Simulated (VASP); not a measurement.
Wanted: the native input for a VASP 6.6.1 run.

| Quantity | Value |
| --- | --- |
| Task | relaxation of cell and atoms |
| Functional | PBE |
| Potentials or basis | VASP PAW PBE potentials, release 64 (Zr_sv, C) |
| Cutoff | 600 eV |
| k mesh | 16 × 16 × 16 |
| Occupations | gaussian, width 0.1 eV |
| Spin | no spin polarisation |
| Dipole correction | no |
| Further INCAR settings | ALGO = Fast; EDIFF = 1e-06; IBRION = 2; EDIFFG = -0.005; NSW = 100; ISIF = 3 |

The structure of ZrC lies in POSCAR:

```
ZrC
1.0
    0.0000000000      2.3650000000      2.3650000000
    2.3650000000      0.0000000000      2.3650000000
    2.3650000000      2.3650000000      0.0000000000
Zr C
1 1
Direct
    0.5000000000      0.5000000000      0.5000000000
    0.0000000000      0.0000000000      0.0000000000
```

One way to write it, as run:

INCAR

```
SYSTEM = ZrC
PREC     = Accurate       ! precision mode
ENCUT    = 600            ! plane-wave cutoff, eV
EDIFF    = 1E-6           ! SCF threshold, eV
ISMEAR   = 0              ! smearing method
SIGMA    = 0.1            ! smearing width, eV
LREAL    = .False.        ! projectors in reciprocal space
LASPH    = .True.         ! aspherical terms in the spheres
NELM     = 60             ! most SCF steps
ALGO     = Fast           ! electronic algorithm
ISIF     = 3              ! what is computed and relaxed
LWAVE    = .False.        ! write WAVECAR
LCHARG   = .False.        ! write CHGCAR
GGA      = PE             ! functional
IBRION   = 2              ! ionic algorithm
NSW      = 100            ! ionic steps
EDIFFG   = -0.005         ! ionic threshold
```

KPOINTS

```
regular mesh
0
Gamma
  16 16 16
  0 0 0
```

Potentials or basis: VASP PAW PBE potentials, release 64 (Zr_sv, C).

Command:

```bash
$ cat potpaw_PBE.64/Zr_sv/POTCAR potpaw_PBE.64/C/POTCAR > POTCAR
$ mpirun -np 1 vasp_std > vasp.out
```

It gave:

| Quantity | Value |
| --- | --- |
| Relaxed volume | 13.06 Å³/atom |
| Relaxed cell | a = 3.330 Å, b = 3.330 Å, c = 3.330 Å, α = 60.00°, β = 60.00°, γ = 60.00° |
| Space group after relaxing (to 0.05 Å) | Fm-3m (No. 225) |
| Energy gained by relaxing | 1.5 meV/atom |
| Ionic steps | 3 |
| Pressure after relaxing | 0.0 GPa |
| Band gap on the k mesh | none (metal or under the smearing width) |

Run time: 4.4 min on 1 thread of Intel(R) Xeon(R) Platinum 8259CL CPU @ 2.50GHz (Skylake/Cascade Lake), with other jobs on the host, peak memory 0.21 GiB.
